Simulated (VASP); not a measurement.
# CdW3 (Pm-3m) in VASP: notebook, part 3 of 3

VASP 6.6.1.

## (4) Relaxation of cell and atoms, PBE

The input, INCAR:

```
PREC = Accurate ; ENCUT = 600
EDIFF = 1E-6 ; ISMEAR = 0
SIGMA = 0.1 ; LREAL = F
LASPH = T ; NELM = 100
ALGO = Normal ; ISIF = 3
LWAVE = F ; LCHARG = F
GGA = PE ; IBRION = 2
NSW = 90 ; EDIFFG = -0.04
```

The input, KPOINTS:

```
Automatic mesh
0
Gamma
  4 4 4
```

The input, POSCAR:

```
CdW3
1.0
    4.1266175823      0.0000000000      0.0000000000
    0.0000000000      4.1266175823      0.0000000000
    0.0000000000      0.0000000000      4.1266175823
Cd W
1 3
Direct
    0.0000000000      0.0000000000      0.0000000000
    0.0000000000      0.5000000000      0.5000000000
    0.5000000000      0.0000000000      0.5000000000
    0.5000000000      0.5000000000      0.0000000000
```

Potentials or basis: VASP PAW PBE potentials, release 64 (Cd, W_sv).

Launch:

```bash
cat potpaw_PBE.64/Cd/POTCAR potpaw_PBE.64/W_sv/POTCAR > POTCAR
mpirun -np 1 vasp_std > vasp.out
```

OUTCAR:

```text
PREC = Accurate
   ENCUT = 600
   EDIFF = 1E-6
   ISMEAR = 0
   LREAL = F
   LASPH = T
   NELM = 100
   ISIF = 3
   GGA = PE
   IBRION = 2
   NSW = 90
   EDIFFG = -0.04

 ion  position               nearest neighbor table
   1  0.000  0.000  0.000-   2 2.92   3 2.92   4 2.92   2 2.92   3 2.92   2 2.92   4 2.92   2 2.92
                             3 2.92   4 2.92   3 2.92   4 2.92
   2  0.000  0.500  0.500-   1 2.92   3 2.92   4 2.92   1 2.92   4 2.92   1 2.92   3 2.92   1 2.92
                             3 2.92   4 2.92   4 2.92   3 2.92
   3  0.500  0.000  0.500-   1 2.92   2 2.92   4 2.92   1 2.92   4 2.92   2 2.92   4 2.92   4 2.92
                             1 2.92   2 2.92   1 2.92   2 2.92
   4  0.500  0.500  0.000-   1 2.92   2 2.92   3 2.92   2 2.92   3 2.92   1 2.92   3 2.92   3 2.92
                             1 2.92   2 2.92   2 2.92   1 2.92

  LATTYP: Found a simple cubic cell.
 ALAT       =     4.1266175823

  Lattice vectors:

 A1 = (   4.1266175823,   0.0000000000,   0.0000000000)
 A2 = (   0.0000000000,   4.1266175823,   0.0000000000)
 A3 = (   0.0000000000,   0.0000000000,   4.1266175823)

Analysis of symmetry for initial positions (statically):
=====================================================================
 Subroutine PRICEL returns:
 Original cell was already a primitive cell.

 Routine SETGRP: Setting up the symmetry group for a
 simple cubic supercell.

 Subroutine GETGRP returns: Found 48 space group operations
 (whereof 48 operations were pure point group operations)
 out of a pool of 48 trial point group operations.

The static configuration has the point symmetry O_h .

Analysis of symmetry for dynamics (positions and initial velocities):
=====================================================================
 Subroutine PRICEL returns:
 Original cell was already a primitive cell.

 Routine SETGRP: Setting up the symmetry group for a
 simple cubic supercell.

 Subroutine GETGRP returns: Found 48 space group operations
 (whereof 48 operations were pure point group operations)
 out of a pool of 48 trial point group operations.

The dynamic configuration has the point symmetry O_h .

 Subroutine INISYM returns: Found 48 space group operations
 (whereof 48 operations are pure point group operations),
 and found     1 'primitive' translations

----------------------------------------------------------------------------------------

                                     Primitive cell

  volume of cell :      70.2721

  direct lattice vectors                    reciprocal lattice vectors
     4.126617582  0.000000000  0.000000000     0.242329215  0.000000000  0.000000000
     0.000000000  4.126617582  0.000000000     0.000000000  0.242329215  0.000000000
     0.000000000  0.000000000  4.126617582     0.000000000  0.000000000  0.242329215

  length of vectors
     4.126617582  4.126617582  4.126617582     0.242329215  0.242329215  0.242329215

  position of ions in fractional coordinates (direct lattice)
     0.000000000  0.000000000  0.000000000
     0.000000000  0.500000000  0.500000000
     0.500000000  0.000000000  0.500000000
     0.500000000  0.500000000  0.000000000

  ion indices of the primitive-cell ions
   primitive index   ion index
                 1           1
                 2           2
                 3           3
                 4           4

----------------------------------------------------------------------------------------

 KPOINTS: Automatic mesh

Automatic generation of k-mesh.
 Grid dimensions read from file:
 generate k-points for:    4    4    4
[... 34 lines left out ...]
   dimension x,y,z NGX =    36 NGY =   36 NGZ =   36
   dimension x,y,z NGXF=    72 NGYF=   72 NGZF=   72
   ions per type =               1   3
   NGX,Y,Z   is equivalent  to a cutoff of  14.50, 14.50, 14.50 a.u.
   NGXF,Y,Z  is equivalent  to a cutoff of  29.01, 29.01, 29.01 a.u.
 SYSTEM =  unknown system
   PREC   = accura    normal or accurate (medium, high low for compatibility)
   ISTART =      0    job   : 0-new  1-cont  2-samecut
   ICHARG =      2    charge: 1-file 2-atom 10-const
   ISPIN  =      1    spin polarized calculation?
   LNONCOLLINEAR =      F non collinear calculations
   LSORBIT =      F    spin-orbit coupling
   LASPH  =      T    aspherical Exc in radial PAW
   ENCUT  =  600.0 eV  44.10 Ry    6.64 a.u.   8.24  8.24  8.24*2*pi/ulx,y,z
   NELM   =    100;   NELMIN=  2; NELMDL= -5     # of ELM steps
   EDIFF  = 0.1E-05   stopping-criterion for ELM
   LREAL  =      F    real-space projection
   EDIFFG = -.4E-01   stopping-criterion for IOM
   NSW    =     90    number of steps for IOM
   IBRION =      2    ionic relax: 0-MD 1-quasi-New 2-CG
   NFREE  =      1    steps in history (QN), initial steepest desc. (CG)
   ISIF   =      3    stress and relaxation
   ISYM   =      2    0-nonsym 1-usesym 2-fastsym
   POTIM  = 0.5000    time-step for ionic-motion
   TEBEG  =    0.0;   TEEND  =   0.0 temperature during run
   PSTRESS=    0.0 pullay stress
   NELECT =      54.0000    total number of electrons
   NUPDOWN=      -1.0000    fix difference up-down
   EMIN   =  10.00;   EMAX   =-10.00  energy-range for DOS
   EFERMI =   0.00;   METHOD = LEGACY
   ISMEAR =     0;   SIGMA  =   0.10  broadening in eV -4-tet -1-fermi 0-gaus
   EFERMI_NEDOS =   21; number of points for ismear=-14 and -15
   IALGO  =     38    algorithm
   IMIX   =      4    mixing-type and parameters
     AMIX     =   0.40;   BMIX     =  1.00
     AMIX_MAG =   1.60;   BMIX_MAG =  1.00
  volume/ion in A,a.u.               =      17.57       118.55
  Fermi-wavevector in a.u.,A,eV,Ry     =   1.499496  2.833636 30.592523  2.248487
  Thomas-Fermi vector in A             =   2.611118
   LORBIT       =      0    0 simple, 1 ext, 2 COOP (PROOUT), +10 PAW based schemes
   GGA     = PE    functional components
   LHFCALC =     F    Hartree Fock is set to
   AEXX    =    0.0000 exact exchange contribution
   IVDW    =     0    specifies the selected vdW correction
   LEPSILON=     F    determine dielectric tensor
   LRPA    =     F    only Hartree local field effects (RPA)
 conjugate gradient relaxation of ions
 non-spin polarized calculation
 Gauss-broadening in eV      SIGMA  =   0.10
  energy-cutoff  :      600.00
  volume of cell :       70.27
 maximum number of plane-waves:      2360
 NGX is ok and might be reduce to    36
   NGX = 17   NGY = 17   NGZ = 17

--------------------------------------- Ionic step        1  -------------------------------------------

 number of electron      53.9999994 magnetization

 Free energy of the ion-electron system (eV)
  ---------------------------------------------------
  ext. energy  EPLUGINS =         0.00000000
  ---------------------------------------------------
  free energy    TOTEN  =       -36.99837150 eV

  energy without entropy =      -36.98752821  energy(sigma->0) =      -36.99294985

------------------------ aborting loop because EDIFF is reached ----------------------------------------

  FORCE on cell =-STRESS in cart. coord.  units (eV):
  Direction    XX          YY          ZZ          XY          YZ          ZX
  --------------------------------------------------------------------------------------
  -------------------------------------------------------------------------------------
  Total       -4.3770003     -4.3770003     -4.3770003     -0.0000000      0.0000000      0.0000000
  in kB      -99.7940132    -99.7940132    -99.7940132     -0.0000000      0.0000000      0.0000000
  external PRESSURE =     -99.7940132 kB  Pullay stress =       0.0000000 kB
[... 25 lines left out ...]
--------------------------------------- Ionic step        2  -------------------------------------------

 number of electron      53.9999988 magnetization

 E-fermi :  10.5556     XC(G=0): -13.7819

 val. band max:       10.3270320781   @ k =   0.2500   0.2500   0.0000
 cond. band min:      10.6048647976   @ k =   0.5000   0.2500   0.0000
 fundamental gap:      0.2778327195
 Fermi energy:        10.5556432028

 k-point     1 :       0.0000    0.0000    0.0000
  band No.  band energies     occupation
      1     -63.3539      2.00000
      2     -63.1929      2.00000
      3     -63.1929      2.00000
      4     -28.0807      2.00000
      5     -28.0807      2.00000
      6     -28.0807      2.00000
[... 414 lines left out ...]
--------------------------------------- Ionic step        4  -------------------------------------------

 number of electron      53.9999994 magnetization

 Free energy of the ion-electron system (eV)
  ---------------------------------------------------
  ext. energy  EPLUGINS =         0.00000000
  ---------------------------------------------------
  free energy    TOTEN  =       -37.10438878 eV

  energy without entropy =      -37.09322481  energy(sigma->0) =      -37.09880679

 E-fermi :   9.0125     XC(G=0): -13.1173

 val. band max:        8.7777572112   @ k =   0.5000   0.2500   0.0000
 cond. band min:       9.0761390038   @ k =   0.2500   0.0000   0.0000
 fundamental gap:      0.2983817926
 Fermi energy:         9.0124683007

 k-point     1 :       0.0000    0.0000    0.0000
  band No.  band energies     occupation
      1     -65.0815      2.00000
      2     -64.9858      2.00000
      3     -64.9858      2.00000
      4     -29.5828      2.00000
      5     -29.5828      2.00000
      6     -29.5828      2.00000
[... 370 lines left out ...]
  FREE ENERGIE OF THE ION-ELECTRON SYSTEM (eV)
  ---------------------------------------------------
  free  energy   TOTEN  =       -37.1043887816 eV

  energy  without entropy=      -37.0932248062  energy(sigma->0) =      -37.09880679

 reached required accuracy - stopping structural energy minimisation
```

CONTCAR:

```text
CdW3
   1.00000000000000
     4.0622394197232001    0.0000000000000000    0.0000000000000000
    -0.0000000000000000    4.0622394197232001    0.0000000000000000
     0.0000000000000000    0.0000000000000000    4.0622394197232001
  Cd              W
     1     3
Direct
     0.0000000000000000    0.0000000000000000    0.0000000000000000
     0.0000000000000000    0.5000000000000000    0.5000000000000000
     0.5000000000000000    0.0000000000000000    0.5000000000000000
     0.5000000000000000    0.5000000000000000    0.0000000000000000

  0.00000000E+00  0.00000000E+00  0.00000000E+00
  0.00000000E+00  0.00000000E+00  0.00000000E+00
  0.00000000E+00  0.00000000E+00  0.00000000E+00
  0.00000000E+00  0.00000000E+00  0.00000000E+00
```

It took 53 s on 1 thread of Intel Xeon Platinum 8488C (Sapphire Rapids), shared host; peak memory 0.23 GiB.

What came out:

```yaml
Free_energy: -37.1044 eV
Relaxed_volume: 16.76 Å³/atom
Relaxed_cell: a = 4.062 Å, b = 4.062 Å, c = 4.062 Å, α = 90.00°, β = 90.00°, γ = 90.00°
Space_group_after_relaxing_to_0.05_Å: Pm-3m (No. 221)
Energy_gained_by_relaxing: 26.5 meV/atom
Ionic_steps: 4
Pressure_after_relaxing: -0.1 GPa
Band_gap_on_the_k_mesh: none (metal or under the smearing width)
```

The path:
| step | energy change (eV) | largest force (eV/Å) | pressure (GPa) | volume (Å³) |
| --- | --- | --- | --- | --- |
| 1 | 0.0000 | 0.0000 | -9.98 | 70.27 |
| 2 | 0.6070 | 0.0000 | 34.80 | 59.72 |
| 3 | -0.1058 | 0.0000 | -0.46 | 67.15 |
| 4 | -0.1060 | 0.0000 | -0.07 | 67.03 |

Final structure:
```
CELL_PARAMETERS angstrom
4.06224 0.00000 0.00000
0.00000 4.06224 0.00000
0.00000 0.00000 4.06224
ATOMIC_POSITIONS crystal
Cd 0.00000 0.00000 0.00000
W 0.00000 0.50000 0.50000
W 0.50000 0.00000 0.50000
W 0.50000 0.50000 0.00000
```

Caveat: the k mesh is coarse (spacing up to 0.38 Å⁻¹), so the values aren't converged. Spin-orbit coupling is left out, which matters for the levels of W.

## (5) Single point, PBE

This run uses another cell than the first one, of 16.68 Å³/atom, 0.949 times its volume.

The input, INCAR:

```
SYSTEM = CdW3
ALGO     = Fast           ! electronic algorithm
EDIFF    = 1E-6           ! SCF threshold, eV
ENCUT    = 520            ! plane-wave cutoff, eV
GGA      = PE             ! functional
ISIF     = 2              ! what is computed and relaxed
ISMEAR   = 0              ! smearing method
LASPH    = .TRUE.         ! aspherical terms in the spheres
LCHARG   = .FALSE.        ! write CHGCAR
LREAL    = .FALSE.        ! projectors in reciprocal space
LWAVE    = .FALSE.        ! write WAVECAR
NBANDS   = 35             ! bands
NELM     = 100            ! most SCF steps
PREC     = Accurate       ! precision mode
SIGMA    = 0.1            ! smearing width, eV
```

The input, KPOINTS:

```
k-points
0
G
  12 12 12
  0 0 0
```

The input, POSCAR:

```
CdW3
1.0
    4.0555362808      0.0000000000      0.0000000000
    0.0000000000      4.0555362808      0.0000000000
    0.0000000000      0.0000000000      4.0555362808
Cd W
1 3
Direct
    0.0000000000      0.0000000000      0.0000000000
    0.0000000000      0.5000000000      0.5000000000
    0.5000000000      0.0000000000      0.5000000000
    0.5000000000      0.5000000000      0.0000000000
```

Potentials or basis: VASP PAW PBE potentials, release 64 (Cd, W_sv).

Launch:

```bash
cat potpaw_PBE.64/Cd/POTCAR potpaw_PBE.64/W_sv/POTCAR > POTCAR
mpirun -np 1 vasp_std > vasp.out
```

OUTCAR:

```text
SYSTEM = CdW3
   EDIFF = 1E-6
   ENCUT = 520
   GGA = PE
   ISIF = 2
   ISMEAR = 0
   LASPH = .TRUE.
   LREAL = .FALSE.
   NELM = 100
   PREC = Accurate

 ion  position               nearest neighbor table
   1  0.000  0.000  0.000-   2 2.87   3 2.87   4 2.87   2 2.87   3 2.87   2 2.87   4 2.87   2 2.87
                             3 2.87   4 2.87   3 2.87   4 2.87
   2  0.000  0.500  0.500-   1 2.87   3 2.87   4 2.87   1 2.87   4 2.87   1 2.87   3 2.87   1 2.87
                             3 2.87   4 2.87   4 2.87   3 2.87
   3  0.500  0.000  0.500-   1 2.87   2 2.87   4 2.87   1 2.87   4 2.87   2 2.87   4 2.87   4 2.87
                             1 2.87   2 2.87   1 2.87   2 2.87
   4  0.500  0.500  0.000-   1 2.87   2 2.87   3 2.87   2 2.87   3 2.87   1 2.87   3 2.87   3 2.87
                             1 2.87   2 2.87   2 2.87   1 2.87

  LATTYP: Found a simple cubic cell.
 ALAT       =     4.0555362808

  Lattice vectors:

 A1 = (   4.0555362808,   0.0000000000,   0.0000000000)
 A2 = (   0.0000000000,   4.0555362808,   0.0000000000)
 A3 = (   0.0000000000,   0.0000000000,   4.0555362808)

Analysis of symmetry for initial positions (statically):
=====================================================================
 Subroutine PRICEL returns:
 Original cell was already a primitive cell.

 Routine SETGRP: Setting up the symmetry group for a
 simple cubic supercell.

 Subroutine GETGRP returns: Found 48 space group operations
 (whereof 48 operations were pure point group operations)
 out of a pool of 48 trial point group operations.

The static configuration has the point symmetry O_h .

Analysis of symmetry for dynamics (positions and initial velocities):
=====================================================================
 Subroutine PRICEL returns:
 Original cell was already a primitive cell.

 Routine SETGRP: Setting up the symmetry group for a
 simple cubic supercell.

[... 122 lines left out ...]
   EFERMI =   0.00;   METHOD = LEGACY
   ISMEAR =     0;   SIGMA  =   0.10  broadening in eV -4-tet -1-fermi 0-gaus
   EFERMI_NEDOS =   21; number of points for ismear=-14 and -15
   IALGO  =     68    algorithm
   IMIX   =      4    mixing-type and parameters
     AMIX     =   0.40;   BMIX     =  1.00
     AMIX_MAG =   1.60;   BMIX_MAG =  1.00
  volume/ion in A,a.u.               =      16.68       112.53
  Fermi-wavevector in a.u.,A,eV,Ry     =   1.525777  2.883301 31.674310  2.327996
  Thomas-Fermi vector in A             =   2.633901
   LORBIT       =      0    0 simple, 1 ext, 2 COOP (PROOUT), +10 PAW based schemes
   GGA     = PE    functional components
   LHFCALC =     F    Hartree Fock is set to
   AEXX    =    0.0000 exact exchange contribution
   IVDW    =     0    specifies the selected vdW correction
   LEPSILON=     F    determine dielectric tensor
   LRPA    =     F    only Hartree local field effects (RPA)
 non-spin polarized calculation
 RMM-DIIS sequential band-by-band and
 Gauss-broadening in eV      SIGMA  =   0.10
  energy-cutoff  :      520.00
  volume of cell :       66.70
 maximum number of plane-waves:      1856
   NGX = 15   NGY = 15   NGZ = 15

 number of electron      53.9999989 magnetization

 Free energy of the ion-electron system (eV)
  ---------------------------------------------------
  ext. energy  EPLUGINS =         0.00000000
  ---------------------------------------------------
  free energy    TOTEN  =       -37.19490540 eV

  energy without entropy =      -37.18500410  energy(sigma->0) =      -37.18995475

 E-fermi :   9.0523     XC(G=0): -13.1475

 val. band max:        9.0315564496   @ k =   0.5000   0.4167   0.1667
 cond. band min:       9.0523489796   @ k =   0.4167   0.3333   0.2500
 fundamental gap:      0.0207925300
 Fermi energy:         9.0522960162

 k-point     1 :       0.0000    0.0000    0.0000
  band No.  band energies     occupation
      1     -65.0214      2.00000
      2     -64.9235      2.00000
      3     -64.9235      2.00000
      4     -29.5298      2.00000
      5     -29.5298      2.00000
      6     -29.5298      2.00000
[... 901 lines left out ...]
     34      11.7583      0.00000
     35      14.5973      0.00000

 [... further k-points ...]
[... 5 lines left out ...]
  --------------------------------------------------------------------------------------
  -------------------------------------------------------------------------------------
  Total        0.3536566      0.3536566      0.3536566      0.0000000     -0.0000000     -0.0000000
  in kB        8.4946879      8.4946879      8.4946879      0.0000000     -0.0000000     -0.0000000
  external PRESSURE =       8.4946879 kB  Pullay stress =       0.0000000 kB

 VOLUME and BASIS-vectors are now :
 -----------------------------------------------------------------------------
  energy-cutoff  :      520.00
  volume of cell :       66.70
      direct lattice vectors                 reciprocal lattice vectors
     4.055536281  0.000000000  0.000000000     0.246576514  0.000000000  0.000000000
     0.000000000  4.055536281  0.000000000     0.000000000  0.246576514  0.000000000
     0.000000000  0.000000000  4.055536281     0.000000000  0.000000000  0.246576514

 POSITION                                       TOTAL-FORCE (eV/Angst)
 -----------------------------------------------------------------------------------
      0.00000      0.00000      0.00000         0.000000      0.000000      0.000000
      0.00000      2.02777      2.02777         0.000000      0.000000      0.000000
      2.02777      0.00000      2.02777         0.000000      0.000000      0.000000
      2.02777      2.02777      0.00000         0.000000      0.000000      0.000000
 -----------------------------------------------------------------------------------
    total drift:                                0.000000      0.000000     -0.000000

  FREE ENERGIE OF THE ION-ELECTRON SYSTEM (eV)
  ---------------------------------------------------
  free  energy   TOTEN  =       -37.1949053973 eV

  energy  without entropy=      -37.1850040987  energy(sigma->0) =      -37.18995475
```

stdout:

```text
POSCAR found type information on POSCAR CdW
 POSCAR found :  2 types and       4 ions
 scaLAPACK will be used
 LDA part: xc-table for (Slater+PW92), standard interpolation
 POSCAR, INCAR and KPOINTS ok, starting setup
 FFT: planning ... GRIDC
 FFT: planning ... GRID_SOFT
 FFT: planning ... GRID
 WAVECAR not read
 entering main loop
WARNING in EDDRMM: call to ZHEGV failed, returncode =   8  4     35
WARNING in EDDRMM: call to ZHEGV failed, returncode =   8  4     35
```

It took 2 min on 1 thread of Intel Xeon Platinum 8488C (Sapphire Rapids), shared host; peak memory 0.28 GiB.

Results:

* Free energy: -37.1949 eV
* Pressure: 0.8 GPa
* Band gap on the k mesh: none (metal or under the smearing width)

The run has no spin-orbit coupling, so splittings on W are missing.

## (6) Overview

| task | cell | k mesh | cutoff (eV) | mesh quality | gap on the mesh (eV) | pressure (GPa) |
| --- | --- | --- | --- | --- | --- | --- |
| single point | Pm-3m, 17.57 Å³/atom | 4 × 4 × 4 | 520 | coarse | none | -10.0 |
| single point | Pm-3m, 16.68 Å³/atom | 4 × 4 × 4 | 520 | coarse | none | 1.0 |
| relaxation of cell and atoms | relaxed | 4 × 4 × 4 | 600 | coarse | none | -0.1 |
| single point | Pm-3m, 16.68 Å³/atom | 12 × 12 × 12 | 520 | not flagged | none | 0.8 |

Alike in all rows: level PBE; potentials or basis VASP PAW PBE potentials, release 64 (Cd, W_sv); no spin polarisation; smearing gaussian 0.1 eV.

Caveats: some runs use coarse meshes.

Total energies depend on the potentials used, so only differences within one code and one set of settings carry meaning.
